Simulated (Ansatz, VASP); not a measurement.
## BN: VASP beside Ansatz

Aim: how closely do two programs agree when they are given the same cell, functional and k mesh? The cell is taken from a series of runs on this material, whose earlier steps may have relaxed, scaled, displaced or heated it; both programs get it as it stands.

Program: Ansatz 0.2.0. Level of theory: plane waves, with VASP 6.6.1 beside it; single point at PBE. Results are calculated unless marked as measured.

### 1. Set-up

Symmetry: P6_3/mmc, No. 194, hexagonal system. The conventional cell has a = 2.506 Å, b = 2.506 Å, c = 6.615 Å, α = 90.00°, β = 90.00°, γ = 120.00°. B has 3 N at 1.45 Å nearest. Nearest to N lie 3 B at 1.45 Å. Farther neighbours and most contacts between anions are not listed.

As a file:

```cif
data_structure
_symmetry_space_group_name_H-M 'P 1'
_symmetry_Int_Tables_number 1
_cell_length_a 2.5064
_cell_length_b 2.5064
_cell_length_c 6.6147
_cell_angle_alpha 90.000
_cell_angle_beta 90.000
_cell_angle_gamma 120.000
_cell_volume 35.99
loop_
_atom_site_label
_atom_site_type_symbol
_atom_site_fract_x
_atom_site_fract_y
_atom_site_fract_z
_atom_site_occupancy
B1 B 0.33333 0.66667 0.25000 1
B2 B 0.66667 0.33333 0.75000 1
N3 N 0.33333 0.66667 0.75000 1
N4 N 0.66667 0.33333 0.25000 1
```

### 2. VASP: single point, PBE

A single point gives forces, pressure and levels at one fixed geometry, so differences don't come from the geometry; what else differs is listed under the comparison.

Lines of VASP's logs that name or quote its potential files are left out, and so is its time.

Contents of INCAR:

```
SYSTEM = BN
PREC = Accurate
ENCUT = 520
EDIFF = 1E-06
NELM = 120
ISMEAR = -1
SIGMA = 0.02
LREAL = .FALSE.
ALGO = Normal
GGA = PE
NBANDS = 14
LORBIT = 11
LWAVE = .FALSE.
LCHARG = .FALSE.
ISIF = 2
LASPH = .TRUE.
GGA_COMPAT = .FALSE.
EFERMI = MIDGAP
```

Contents of POSCAR:

```
BN
1.0
    2.5064457758      0.0000000000      0.0000000000
   -1.2532228879      2.1706457151      0.0000000000
    0.0000000000      0.0000000000      6.6147398685
B N
2 2
Direct
    0.3333333334      0.6666666668      0.2500000000
    0.6666666668      0.3333333334      0.7500000000
    0.3333333334      0.6666666668      0.7500000000
    0.6666666668      0.3333333334      0.2500000000
```

Contents of KPOINTS:

```
Automatic mesh
0
Gamma
12 12 4
0 0 0
```

The projector-augmented-wave data sets are B and N (PBE family, release 64).

Run with:

```bash
> mpirun -np 1 vasp_std
```

Numbers of over 12 decimals in the logs are rounded to 6 here.

Log:

```text
[banner, memory and clock lines left out]
running    1 mpi-ranks, on    1 nodes
 distrk:  each k-point on    1 cores,    1 groups
 distr:  one band on    1 cores,    1 groups

 POSCAR found type information on POSCAR B N
 POSCAR found :  2 types and       4 ions
 LDA part: xc-table for (Slater+PW92), standard interpolation
 POSCAR, INCAR and KPOINTS ok, starting setup
 FFT: planning ... GRIDC
 FFT: planning ... GRID_SOFT
 FFT: planning ... GRID
 WAVECAR not read
 entering main loop
       N       E                     dE             d eps       ncg     rms          rms(c)
DAV:   1     0.548223692755E+02    0.54822E+02   -0.81426E+03  1604   0.106E+03
DAV:   2    -0.348296697847E+02   -0.89652E+02   -0.81310E+02  2296   0.241E+02
DAV:   3    -0.386550993523E+02   -0.38254E+01   -0.38016E+01  2028   0.496E+01
DAV:   4    -0.386852921096E+02   -0.30193E-01   -0.30178E-01  1914   0.488E+00
DAV:   5    -0.386856447710E+02   -0.35266E-03   -0.35263E-03  2076   0.508E-01    0.112E+01
DAV:   6    -0.355051003779E+02    0.31805E+01   -0.63466E+00  1950   0.200E+01    0.506E+00
DAV:   7    -0.352291320351E+02    0.27597E+00   -0.52589E-01  2010   0.590E+00    0.314E+00
DAV:   8    -0.351545335458E+02    0.74598E-01   -0.26079E-01  1890   0.361E+00    0.439E-01
DAV:   9    -0.351505469918E+02    0.39866E-02   -0.14718E-02  1788   0.101E+00    0.190E-01
DAV:  10    -0.351514479869E+02   -0.90100E-03   -0.12416E-03  1806   0.289E-01    0.342E-02
DAV:  11    -0.351515514057E+02   -0.10342E-03   -0.11744E-04  1968   0.935E-02    0.244E-02
DAV:  12    -0.351515575726E+02   -0.61669E-05   -0.28072E-05  1728   0.416E-02    0.361E-03
DAV:  13    -0.351515577055E+02   -0.13284E-06   -0.94187E-07  1650   0.798E-03
   1 F= -.35151558E+02 E0= -.35151558E+02  d E =0.000000E+00
```

From OUTCAR (step 2):

```text
ion  position               nearest neighbor table
   1  0.333  0.667  0.250-   4 1.45   4 1.45   4 1.45
   2  0.667  0.333  0.750-   3 1.45   3 1.45   3 1.45
   3  0.333  0.667  0.750-   2 1.45   2 1.45   2 1.45
   4  0.667  0.333  0.250-   1 1.45   1 1.45   1 1.45

  LATTYP: Found a hexagonal cell.
 ALAT       =     2.5064457758
 C/A-ratio  =     2.6390915504

 Subroutine GETGRP returns: Found 24 space group operations
 (whereof 12 operations were pure point group operations)

The static configuration has the point symmetry D_3d.
 The point group associated with its full space group is D_6h.

 Found     57 irreducible k-points:

   k-points           NKPTS =     57   k-points in BZ     NKDIM =     57   number of bands    NBANDS=     14

   dimension x,y,z NGX =    20 NGY =   20 NGZ =   50
   dimension x,y,z NGXF=    40 NGYF=   40 NGZF=  100

   ENCUT  =  520.0 eV  38.22 Ry    6.18 a.u.   4.66  4.66 12.30*2*pi/ulx,y,z

   NELECT =      16.0000    total number of electrons

 k-points in reciprocal lattice and weights: Automatic mesh
   0.00000000  0.00000000  0.00000000       0.002
   0.08333333  0.00000000  0.00000000       0.010
   0.16666667 -0.00000000  0.00000000       0.010
   0.25000000  0.00000000  0.00000000       0.010
   0.33333333  0.00000000  0.00000000       0.010
   0.41666667  0.00000000  0.00000000       0.010
   0.50000000  0.00000000  0.00000000       0.005
   0.08333333  0.08333333  0.00000000       0.010
   0.16666667  0.08333333  0.00000000       0.021
[...]
0.33333333  0.25000000  0.50000000       0.021
   0.33333333  0.33333333  0.50000000       0.003

 average (electrostatic) potential at core
       1 -28.9736       2 -28.9736       3 -64.8710       4 -64.8710

 E-fermi :   4.4244

 k-point     1 :       0.0000    0.0000    0.0000
  band No.  band energies     occupation
    ...
      4      -1.7566      2.00000
      5       0.9575      2.00000
      6       0.9575      2.00000
      7       0.9964      2.00000
      8       0.9964      2.00000
      9       7.5769      0.00000
     10      12.6436      0.00000
     11      13.8140      0.00000
     12      13.8140      0.00000
     13      13.9420      0.00000
    ...

 k-point     2 :       0.0833    0.0000    0.0000
  band No.  band energies     occupation
    ...
      4      -1.5898      2.00000
      5       0.4000      2.00000
      6       0.4346      2.00000
      7       0.6974      2.00000
      8       0.7406      2.00000
      9       7.8254      0.00000
     10      12.5441      0.00000
     11      13.6541      0.00000
     12      13.8598      0.00000
     13      14.4065      0.00000
    ...

 k-point     3 :       0.1667   -0.0000    0.0000
  band No.  band energies     occupation
    ...
      4      -1.0996      2.00000
      5      -1.0142      2.00000
      6      -0.9723      2.00000
      7       0.0653      2.00000
      8       0.1169      2.00000
      9       8.4751      0.00000
     10      12.1281      0.00000
     11      13.2537      0.00000
     12      13.4097      0.00000
     13      13.7760      0.00000
    ...

  Total        0.6071814      0.6071814      0.6625748     -0.0000000      0.0000000      0.0000000
  in kB       27.0314305     27.0314305     29.4975194     -0.0000000      0.0000000      0.0000000
  external PRESSURE =      27.8534601 kB  Pullay stress =       0.0000000 kB

  energy-cutoff  :      520.00
  volume of cell :       35.99
      direct lattice vectors                 reciprocal lattice vectors
     2.506445776  0.000000000  0.000000000     0.398971328  0.230346204  0.000000000
    -1.253222888  2.170645715  0.000000000     0.000000000  0.460692407  0.000000000
     0.000000000  0.000000000  6.614739869     0.000000000  0.000000000  0.151177525

 POSITION                                       TOTAL-FORCE (eV/Angst)
 -----------------------------------------------------------------------------------
      0.00000      1.44710      1.65368        -0.000000      0.000000     -0.000000
      1.25322      0.72355      4.96105         0.000000     -0.000000      0.000000
      0.00000      1.44710      4.96105         0.000000     -0.000000      0.000000
      1.25322      0.72355      1.65368        -0.000000      0.000000      0.000000
 -----------------------------------------------------------------------------------
    total drift:                               -0.000000     -0.000000      0.000000

  FREE ENERGIE OF THE ION-ELECTRON SYSTEM (eV)
  ---------------------------------------------------
  free  energy   TOTEN  =       -35.1515577055 eV

  energy  without entropy=      -35.1515577055  energy(sigma->0) =      -35.15155771

 total charge
# of ion       s       p       d       tot
------------------------------------------
    1        0.743   1.422   0.000   2.165
    2        0.743   1.422   0.000   2.165
    3        1.225   2.796   0.000   4.021
    4        1.225   2.796   0.000   4.021
--------------------------------------------------
tot          3.937   8.435   0.000  12.372

[... 3 further parts left out ...]
```

The run ends at a pressure of 2.79 GPa.

### 3. Ansatz: single point, PBE

Ansatz runs on its default PAW (the set named soft_2) files.

The same cell, functional, mesh and smearing now go to Ansatz, which takes its cutoff from its data sets.

Contents of input.yaml:

```yaml
crystal:
  lattice:
    - [2.5064457758, 0.0, 0.0]
    - [-1.2532228879, 2.1706457151, 0.0]
    - [0.0, 0.0, 6.6147398685]
  atoms:
    - { symbol: B, position: [0.3333333333, 0.6666666667, 0.25] }
    - { symbol: B, position: [0.6666666667, 0.3333333333, 0.75] }
    - { symbol: "N", position: [0.3333333333, 0.6666666667, 0.75] }
    - { symbol: "N", position: [0.6666666667, 0.3333333333, 0.25] }
kpoints:
  mp_grid: { grid: [12, 12, 4] }
  band_path:
    path:
      - [[0.0, 0.0, 0.0], [0.5, 0.0, 0.0], [0.33333333, 0.33333333, 0.0], [0.0, 0.0, 0.0], [0.0, 0.0, 0.5], [0.5, 0.0, 0.5], [0.33333333, 0.33333333, 0.5], [0.0, 0.0, 0.5]]
      - [[0.5, 0.0, 0.5], [0.5, 0.0, 0.0]]
      - [[0.33333333, 0.33333333, 0.5], [0.33333333, 0.33333333, 0.0]]
    npoints: 10
hamiltonian:
  xc: pbe
scf:
  occupations: { method: fermi_dirac, width: 0.02 }
  n_extra_bands: 5
output:
  eigenvalues: true
```

Run with:

```bash
> ansatz run input.yaml --threads 2 --pin off --max-ram 92160MiB --backend cuda --devices 1 --max-vram 13GiB --events-out ev --progress --plain --runs-dir out
```

Log:

```text
scf.n_extra_bands = 5 over 8 filled bands (N_el = 16.0): the run solves 13 bands
GPUs: using 1 of 1 available (devices: 1).
Engine: ansatz 0.2.0, x86_64-unknown-linux-gnu
Pseudopotentials: kind: paw
Pseudopotential: B, paw, valence charge 3, recommended cutoff 420 eV (normal), B.paw.azcp
Pseudopotential: N, paw, valence charge 5, recommended cutoff 420 eV (normal), N.paw.azcp
Functional definition: PBE
  parameter kappa = 0.804
  parameter beta = 0.066725
  exchange = pbe_x(kappa = kappa, mu = beta*pi^2/3)
  correlation = pbe_c(beta = beta)
device memory: the entry about to start is reckoned to put 1.2 GiB on a device that reports 54.2 GiB free (of which the cap on the GPU budget leaves the run 13.0 GiB)
GPU FFT provider: cuFFT
GPU libraries: cuBLAS 13.8.2, cuFFT 12.4.0, cuSOLVER 12.3.4
Crystal: 4 atoms, lattice volume = 35.988 Å³
Basis set: ecut = 420 eV, 713 PW (Γ)
Bands: 13, of which v1, the nominal top of the filled ones, is band 8 counted from 1 (7 counted from 0)
Symmetry: 24 space group operations
Space group: P63/mmc (ITA 194), of the structure as read, at distance tolerance 3.3e-5 Å
k-points: 57 of 576
Non-local potential: B, projectors of the file, l = 0: 2, l = 1: 2, l = 2: 1
Non-local potential: N, projectors of the file, l = 0: 2, l = 1: 2, l = 2: 1
PAW form: soft (Blöchl's): semilocal exchange-correlation on the pseudo side does not see the compensation charge
PAW one-centre angular grid: B, 110 points (default); XC on 64 Gauss nodes
PAW one-centre angular grid: N, 110 points (default); XC on 64 Gauss nodes
Initial density: superposition of atomic densities (neutral atoms: chi_scale 0, normalization atom), corrected by the library's trained network
Initial wavefunctions: pseudopotential atomic-orbital guess
GPU buffer pool allocated for 14580 grid points (all kernels)
GPU transforms: local potential and band sums: pruned to the plane-wave sphere, on 18×18×45
Functional: x = pbe(κ = 0.804, μ = 0.219515), c = pbe(β = 0.066725)
SCF iter   1: F=—  HF=-1084.804586 eV  |F-HF|=—  |Δ(HF+E_count)|=         —  Δρ=1.48e-3  dr2=2.01e-4  ethr=1.77e-3  ⟨swp⟩=6.1  Hψ=4491  notcnv=0
preconditioner: auto → none  [insulator: Δε(μ)=4.268 eV  Ē_g=16.575 eV  σ=0.020 eV  W_gap=1.00  n_scr=4 (ndim 8)  ℏωp=24.8 eV  f_vac=0.020  D(μ)=0.00/eV (n_scr^D=0)  ε∞_Penn≈3.2]
SCF iter   2: F=—  HF=-1084.805629 eV  |F-HF|=—  |Δ(HF+E_count)|=   1.04e-3  Δρ=7.50e-4  dr2=4.21e-5  ethr=1.26e-6  ⟨swp⟩=2.0  Hψ=1829  notcnv=0  defer=37
SCF iter   3: F=—  HF=-1084.805942 eV  |F-HF|=—  |Δ(HF+E_count)|=   3.13e-4  Δρ=3.49e-4  dr2=8.88e-6  ethr=2.63e-7  ⟨swp⟩=2.0  Hψ=1078  notcnv=0  defer=37
iter 4 did not close the SCF: its close was put off for the readings that it lacked (scf_convergence_deferred on its scf_iter line)
SCF iter   4: F=-1084.806022 eV  HF=-1084.806021 eV  |F-HF|=1.69e-7  |Δ(HF+E_count)|=   7.96e-5  Δρ=1.85e-5  dr2=4.84e-8  ethr=5.55e-8  ⟨swp⟩=2.1  Hψ=1146  notcnv=0  defer=37
iter 5 did not close the SCF: its close was put off for the readings that it lacked (scf_convergence_deferred on its scf_iter line)
SCF iter   5: F=-1084.806022 eV  HF=-1084.806022 eV  |F-HF|=1.61e-8  |Δ(HF+E_count)|=   1.78e-7  Δρ=5.12e-6  dr2=4.11e-9  ethr=3.02e-10  ⟨swp⟩=2.0  Hψ=1133  notcnv=0  defer=37
SCF iter   6: F=-1084.806022 eV  HF=-1084.806022 eV  |F-HF|=3.21e-10  |Δ(HF+E_count)|=   1.82e-8  Δρ=7.73e-7  dr2=9.73e-11  ethr=2.57e-11  ⟨swp⟩=4.2  Hψ=2890  notcnv=0
SCF 1 converged in 6 iterations: F = -1084.806022 eV  dr2 = 9.73e-11
  greatest PAW one-centre occupation: 0.797 electrons in one spin orbital (limit 2), on the N atom at site 3 (counted from 0), in its partial waves of l = 0
device memory: the entry about to start is reckoned to put 0.8 GiB on a device that reports 53.7 GiB free (of which the cap on the GPU budget leaves the run 13.0 GiB)
NSCF: frozen V_eff on 93 k-points, pencils in batches of 32, up to order 60
SCF converged after 6 iterations
Free energy (F): -1084.806022 eV
Harris-Foulkes:  -1084.806022 eV  (|F-HF|=3.21e-10)
Internal energy: -1084.806022 eV  (E = F + TS)
E sigma→0 (E₀):  -1084.806022 eV
Fermi energy:    6.921811 eV
--- Per-component energies (eV) ---
  E_band       = -37.461598
  E_kinetic    = 366.653421
  E_local      = -688.659721  (includes V_loc(G=0)·N_el)
  E_nonlocal   = 115.601483
  E_hartree    = 221.689358
  E_xc         = -184.394528
  E_vxc        = -228.774849  (∫ρ·V_xc dr)
  E_paw        = -413.613402  (= ΣΔE_a)
  E_vpaw       = -45.660941  (= ΣTr[D̂ρ^β])
  E_aug_tail   = 0.000205  (compensation charges beyond the density's cutoff)
  E_ewald      = -502.082838
  E_smearing   = -0.000000  (= −TS)
  E_closure    = 0.000000  (closes the sum)
  Σ components = -1084.806022   (vs F -1084.806022, Δ=0.00e0)
--- Band table (eV; the first three rows and the last of 57) ---
  k-point 0: bands = [... 4 lower, 3.4356, 3.4356, 3.4733, 3.4733, 10.0554, 15.1190, 16.3174, 16.3174, ... 1 higher]
  k-point 1: bands = [... 4 lower, 3.4414, 3.4414, 3.4686, 3.4686, 10.7616, 14.2295, 16.3360, 16.3360, ... 1 higher]
  k-point 2: bands = [... 4 lower, 3.4547, 3.4547, 3.4547, 3.4547, 12.4357, 12.4357, 16.3804, 16.3804, ... 1 higher]
  k-point 56: bands = [... 4 lower, -2.3779, -2.3779, 4.7678, 4.7678, 9.4053, 9.4053, 16.7793, 16.7793, ... 1 higher]
```

### 4. Comparison

Known differences besides the potentials themselves: the cutoff is 420 eV in Ansatz and 520 eV in VASP. Total energies have different zeros and are not compared.

Both answers:

```csv
quantity,Ansatz,VASP,difference
gap on the k mesh (eV),4.274,4.266,+0.007
```

A gap on the mesh is an upper bound, since the band edges may lie between its points.

### 5. What came out

* difference in gap on the k mesh (single point, PBE): 0.0072 eV

In words: The difference in gap on the k mesh is 0.0072 eV (single point, PBE), within the 0.08 eV picked in this series as the mark of a large difference. How closely two codes agree says nothing of how well the functional describes the real material.

[Lines on the potential files, build, host, timing and source positions are cut from VASP's logs without a mark.]

[Logs are printed without paths, hosts, clocks, repeated set-up lines and the standing remarks that a program may print on its own settings, such as how far it seeks lower states.]

[Hosts, paths, dates, database ids (printed as entryN), source tags and the programs' standing remarks are cut or masked in the printed files.]
